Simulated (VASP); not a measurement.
# Zn2PdO4 (P1) in VASP: a series of runs, part 2 of 2

VASP 6.6.1. The steps go on from the part before.

**3. Single point, PBE**

File INCAR:

```
SYSTEM = Zn2PdO4
PREC     = Accurate       ! precision mode
ENCUT    = 520            ! plane-wave cutoff, eV
EDIFF    = 1E-7           ! SCF threshold, eV
ISMEAR   = -1             ! smearing method
SIGMA    = 0.05           ! smearing width, eV
LREAL    = .FALSE.        ! projectors in reciprocal space
LASPH    = .TRUE.         ! aspherical terms in the spheres
NELM     = 100            ! most SCF steps
ALGO     = Fast           ! electronic algorithm
ISIF     = 2              ! what is computed and relaxed
LWAVE    = .FALSE.        ! write WAVECAR
LCHARG   = .FALSE.        ! write CHGCAR
GGA      = PE             ! functional
NBANDS   = 71             ! bands
```

File KPOINTS:

```
regular mesh
0
G
  3 3 3
  0 0 0
```

File POSCAR:

```
Zn2PdO4
1.0
    0.0009470000      4.2150700000      4.2085450000
    4.1988030000     -0.0133760000      4.2228670000
    4.2092350000      4.2398250000     -0.0238080000
Zn Pd O
4 2 8
Direct
    0.4869623609      0.4987739364      0.4883234949
    0.9906664315      0.5302328078      0.4776496762
    0.5223607330      0.4848513127     -0.0044413823
    0.4649701980      0.0296314243      0.5090963465
    0.8962503211      0.8477981937      0.8859972541
    0.1135207622      0.1342159530      0.1059877031
    0.2863335460      0.2582336411      0.2158070660
    0.3383652215      0.7415086462      0.7146611772
    0.2461314294      0.3261679971      0.6431144255
    0.7611348275      0.2567861607      0.7208071546
    0.7179565835      0.2538930695      0.2631155336
    0.7049600098      0.7612758212      0.7560260240
    0.2472210130      0.7361708909      0.2676629688
    0.7445810022      0.7386699884      0.2883388830
```

Potentials or basis: VASP PAW PBE potentials, release 64 (Zn, Pd, O).

Run with:

```bash
$ cat potpaw_PBE.64/Zn/POTCAR potpaw_PBE.64/Pd/POTCAR potpaw_PBE.64/O/POTCAR > POTCAR
$ mpirun -np 1 vasp_std > vasp.out
```

OUTCAR:

```text
SYSTEM = Zn2PdO4
   PREC = Accurate
   ENCUT = 520
   EDIFF = 1E-7
   ISMEAR = -1
   LREAL = .FALSE.
   LASPH = .TRUE.
   NELM = 100
   ISIF = 2
   GGA = PE

 ion  position               nearest neighbor table
   1  0.487  0.499  0.488-   9 1.78  13 1.95  11 1.98   8 2.04  14 2.12  10 2.15   4 2.80   3 2.88
                             2 2.90
   2  0.991  0.530  0.478-   9 1.80  14 1.85  13 1.96  10 2.13  12 2.15   7 2.25   1 2.90   4 2.91
                             3 2.96   3 3.03
   3  0.522  0.485  0.996-   7 1.96  12 1.96  11 1.97   8 2.00  10 2.12  13 2.20   1 2.88   4 2.93
                             2 2.96   2 3.03
   4  0.465  0.030  0.509-   8 1.82   9 1.87  11 2.02   7 2.03  12 2.07  14 2.17   1 2.80   2 2.91
                             3 2.93
   5  0.896  0.848  0.886-  14 1.97  10 2.01  12 2.01   8 2.16
   6  0.114  0.134  0.106-  11 1.93  13 1.95   7 1.99   9 2.28
   7  0.286  0.258  0.216-   3 1.96   6 1.99   4 2.03   2 2.25
   8  0.338  0.742  0.715-   4 1.82   3 2.00   1 2.04   5 2.16
   9  0.246  0.326  0.643-   1 1.78   2 1.80   4 1.87   6 2.28
  10  0.761  0.257  0.721-   5 2.01   3 2.12   2 2.13   1 2.15
  11  0.718  0.254  0.263-   6 1.93   3 1.97   1 1.98   4 2.02
  12  0.705  0.761  0.756-   3 1.96   5 2.01   4 2.07   2 2.15
  13  0.247  0.736  0.268-   1 1.95   6 1.95   2 1.96   3 2.20
  14  0.745  0.739  0.288-   2 1.85   5 1.97   1 2.12   4 2.17

  Warning from LATTYP: Got some problem with cell dimensions!
  Tried to take original basis but could not verify dimensions!
  LATTYP: Found a triclinic cell.
 ALAT       =     5.9744742142
 B/A-ratio  =     1.4071705310
 C/A-ratio  =     0.9969742838
 COS(alpha) =     0.0003195647
 COS(beta)  =     0.4994879405
 COS(gamma) =     0.7055003959

  Lattice vectors:

 A1 = (  -4.2092350000,  -4.2398250000,   0.0238080000)
 A2 = (  -8.4070910000,  -0.0113790000,   0.0094860000)
 A3 = (  -0.0009470000,  -4.2150700000,  -4.2085450000)

Analysis of symmetry for initial positions (statically):
=====================================================================
[... 175 lines left out ...]

 number of electron     115.9999996 magnetization

 Free energy of the ion-electron system (eV)
  ---------------------------------------------------
  ext. energy  EPLUGINS =         0.00000000
  ---------------------------------------------------
  free energy    TOTEN  =       -61.45899528 eV

  energy without entropy =      -61.38206424  energy(sigma->0) =      -61.42052976

 E-fermi :   3.7333     XC(G=0): -11.6576

 val. band max:        3.7299768235   @ k =  -0.3333  -0.3333   0.3333
 cond. band min:       3.7495541675   @ k =  -0.3333   0.3333   0.0000
 fundamental gap:      0.0195773440
 Fermi energy:         3.7333018503

 k-point     1 :       0.0000    0.0000    0.0000
  band No.  band energies     occupation
      1     -15.9324      2.00000
      2     -14.8565      2.00000
      3     -14.6801      2.00000
      4     -14.2929      2.00000
      5     -14.2691      2.00000
      6     -14.0516      2.00000
[... 1011 lines left out ...]
     69      13.1108      0.00000
     70      13.5226      0.00000
 [bands above 70 left out]

------------------------ aborting loop because EDIFF is reached ----------------------------------------

  FORCE on cell =-STRESS in cart. coord.  units (eV):
  Direction    XX          YY          ZZ          XY          YZ          ZX
  --------------------------------------------------------------------------------------
  -------------------------------------------------------------------------------------
  Total       12.5234188     19.0663192     21.9216888     -0.7789049      0.9078060     -0.7987522
  in kB      133.3331753    202.9935213    233.3938062     -8.2927723      9.6651447     -8.5040809
  external PRESSURE =     189.9068343 kB  Pullay stress =       0.0000000 kB

 VOLUME and BASIS-vectors are now :
 -----------------------------------------------------------------------------
  energy-cutoff  :      520.00
  volume of cell :      150.49
      direct lattice vectors                 reciprocal lattice vectors
     0.000947000  4.215070000  4.208545000    -0.118974077  0.118782073  0.118672348
     4.198803000 -0.013376000  4.222867000     0.119239538 -0.117717339  0.117873019
     4.209235000  4.239825000 -0.023808000     0.118655608  0.117398869 -0.117607586

 POSITION                                       TOTAL-FORCE (eV/Angst)
 -----------------------------------------------------------------------------------
      4.15018      4.11632      4.14403         1.153413      1.936389      3.344173
      4.23782      6.19379      6.39699         0.098056     -1.101132     -1.158329
      6.22683      6.41630      4.22214        -0.342642     -0.565137      0.031608
      2.26776      4.11796      2.06986        -1.504942      0.290936      0.794746
      7.28996      7.52289      7.33095        -0.235559     -0.346499      0.693573
      1.00978      0.92607      1.04201        -0.391717      0.219648      1.078609
      1.99293      2.11845      2.29040        -0.202032     -0.581706     -0.571134
      6.12195      4.44635      4.53830         0.752814     -0.822472     -3.058061
      4.07677      3.75979      2.39791         1.883533      2.399634     -3.248793
      4.11296      6.26090      4.27048        -0.316263      0.211864     -0.035128
      2.17424      4.13840      4.08744        -0.786218     -0.065523      0.239239
      6.37941      6.16669      6.16362         0.478676      0.930672      0.974428
      4.21793      2.16705      4.14282         0.166016     -1.221626      0.985248
      4.31592      4.35109      6.24604        -0.753135     -1.285047     -0.070179
 -----------------------------------------------------------------------------------
    total drift:                               -0.001365     -0.000263      0.000068

  FREE ENERGIE OF THE ION-ELECTRON SYSTEM (eV)
  ---------------------------------------------------
  free  energy   TOTEN  =       -61.4589952821 eV

  energy  without entropy=      -61.3820642441  energy(sigma->0) =      -61.42052976
```

stdout:

```text
POSCAR found type information on POSCAR ZnPdO
 POSCAR found :  3 types and      14 ions
 scaLAPACK will be used
 LDA part: xc-table for (Slater+PW92), standard interpolation
 POSCAR, INCAR and KPOINTS ok, starting setup
 FFT: planning ... GRIDC
 FFT: planning ... GRID_SOFT
 FFT: planning ... GRID
 WAVECAR not read
 entering main loop
```

It took 6.4 min on 1 thread of Intel Xeon Platinum 8375C at 2.90GHz (Ice Lake), shared host; peak memory 0.39 GiB.

What came out:

- Free energy: -61.4590 eV
- Pressure: 19.0 GPa
- Largest force: 4.457 eV/Å
- Band gap on the k mesh: none (metal or under the smearing width)

Forces on the atoms (eV/Å):
```
Zn   1.153  1.936  3.344
Zn   0.098 -1.101 -1.158
Zn  -0.343 -0.565  0.032
Zn  -1.505  0.291  0.795
Pd  -0.236 -0.346  0.694
Pd  -0.392  0.220  1.079
O   -0.202 -0.582 -0.571
O    0.753 -0.822 -3.058
O    1.884  2.400 -3.249
O   -0.316  0.212 -0.035
O   -0.786 -0.066  0.239
O    0.479  0.931  0.974
O    0.166 -1.222  0.985
O   -0.753 -1.285 -0.070
```

Caveat: the k mesh is coarse (spacing up to 0.43 Å⁻¹), so the values aren't converged; so large a pressure means that the cell lies far from this level's equilibrium, or that cutoff or potentials fall short; forces of over 1 eV/Å show positions far from the minimum, so gaps and moduli don't describe the material at rest.

**4. Single point, PBE**

File INCAR:

```
SYSTEM = Zn2PdO4
PREC = Accurate ; ENCUT = 520
EDIFF = 1E-6 ; ISMEAR = -1
SIGMA = 0.05 ; LREAL = .FALSE.
LASPH = .TRUE. ; NELM = 100
ALGO = Fast ; ISIF = 2
LWAVE = .FALSE. ; LCHARG = .FALSE.
GGA = PE ; NBANDS = 71
```

File KPOINTS:

```
Automatic mesh
0
G
  3 3 3
  0 0 0
```

File POSCAR:

```
Zn2PdO4
1.0
    0.0009470000      4.2150700000      4.2085450000
    4.1988030000     -0.0133760000      4.2228670000
    4.2092350000      4.2398250000     -0.0238080000
Zn Pd O
4 2 8
Direct
    0.4969097112      0.5083027156      0.4868382163
    0.9876698102      0.5290740122      0.4760176439
    0.5183892171      0.4925168955     -0.0111016213
    0.4691602725      0.0272961957      0.5023657165
    0.8865289924      0.8521163594      0.8872317015
    0.1168272217      0.1275991300      0.1149098957
    0.2728485174      0.2629424161      0.2173687634
    0.3550365560      0.7192841467      0.7215057718
    0.2410811400      0.3303635774      0.6257256048
    0.7751525250      0.2553042713      0.7179210926
    0.7234679828      0.2361947881      0.2677561341
    0.7094264544      0.7612263912      0.7557528905
    0.2317841279      0.7511012016      0.2570736778
    0.7348787488      0.7368910029      0.2905318701
```

Run with:

```bash
$ cat potpaw_PBE.64/Zn/POTCAR potpaw_PBE.64/Pd/POTCAR potpaw_PBE.64/O/POTCAR > POTCAR
$ mpirun -np 1 vasp_std > vasp.out
```

Run time: 5.6 min. Hardware: 1 thread of Intel Xeon Platinum 8375C at 2.90GHz (Ice Lake), shared host; peak memory 0.38 GiB.

It converged, with:

- Free energy: -61.2247 eV
- Pressure: 21.1 GPa
- Largest force: 4.554 eV/Å
- Band gap on the k mesh: none (metal or under the smearing width)

Forces on the atoms (eV/Å):
```
Zn  -0.210  0.550  0.298
Zn   0.324 -2.228 -0.995
Zn  -0.120  1.322 -0.606
Zn  -1.037  0.349 -0.061
Pd  -0.278 -0.049  0.998
Pd   0.158 -1.044  1.665
O   -0.202 -0.217  0.103
O    1.473 -2.366 -2.026
O    1.484  4.214 -0.885
O   -0.276  0.087 -0.456
O   -0.147 -0.767  0.627
O    0.477  0.811  0.884
O   -0.741  0.397 -0.019
O   -0.905 -1.059  0.472
```

Stress tensor (GPa, compression positive):
```
15.93 -0.96  0.42
-0.96 23.81  0.29
 0.42  0.29 23.67
```

Levels at points of the mesh, in eV from the Fermi level:
```csv
k point,band 55,band 56,band 57,band 58,band 59,band 60,band 61,band 62
"(0.00, 0.00, 0.00)",-0.18,0.08,0.18,0.26,0.35,0.49,0.62,0.83
```

Caveat: the k mesh is coarse (spacing up to 0.43 Å⁻¹), so the values aren't converged; so large a pressure means that the cell lies far from this level's equilibrium, or that cutoff or potentials fall short; forces of over 1 eV/Å show positions far from the minimum, so gaps and moduli don't describe the material at rest.
